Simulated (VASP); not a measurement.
Consider the following.

```
CELL_PARAMETERS angstrom
      4.10459     0.00000     0.00000
      0.00000     4.10459     0.00000
      0.00000     0.00000     4.10459
ATOMIC_POSITIONS crystal
  Ca 0.00000 0.00000 0.00000
  B  0.79895 0.50000 0.50000
  B  0.50000 0.20105 0.50000
  B  0.50000 0.79895 0.50000
  B  0.20105 0.50000 0.50000
  B  0.50000 0.50000 0.79895
  B  0.50000 0.50000 0.20105
```

All values below come from PBE GGA, VASP's PBE PAW potentials (set 64) (plane waves; VASP 6.6.1). Run with 620 eV cut-off, 6×6×6 Γ-centred mesh, Gaussian smearing of 0.050 eV, potentials Ca_sv B.

Energy and stress use the plane-wave basis of the starting cell.

Problem. The ions, cell shape and volume at an external pressure of 10.0 GPa are relaxed. Predict the relaxed structure.

Solution. 
```
CELL_PARAMETERS angstrom
      4.06598     0.00000     0.00000
      0.00000     4.06598     0.00000
      0.00000     0.00000     4.06598
ATOMIC_POSITIONS crystal
  Ca 0.00000 0.00000 0.00000
  B  0.79940 0.50000 0.50000
  B  0.50000 0.20060 0.50000
  B  0.50000 0.79940 0.50000
  B  0.20060 0.50000 0.50000
  B  0.50000 0.50000 0.79940
  B  0.50000 0.50000 0.20060
```
Space group Pm-3m (221), at a tolerance of 0.03 Å.

Problem. How do energy and volume change from the first to the last step?

Solution. The energy (σ→0) changes by +12.8 meV/atom and the volume by -2.8 %, in 5 ionic steps.

The compound is CaB6 in the cab6 structure. This run relaxes it under an external pressure of 10 GPa. Symmetry was kept, so distortions that lower it aren't found.
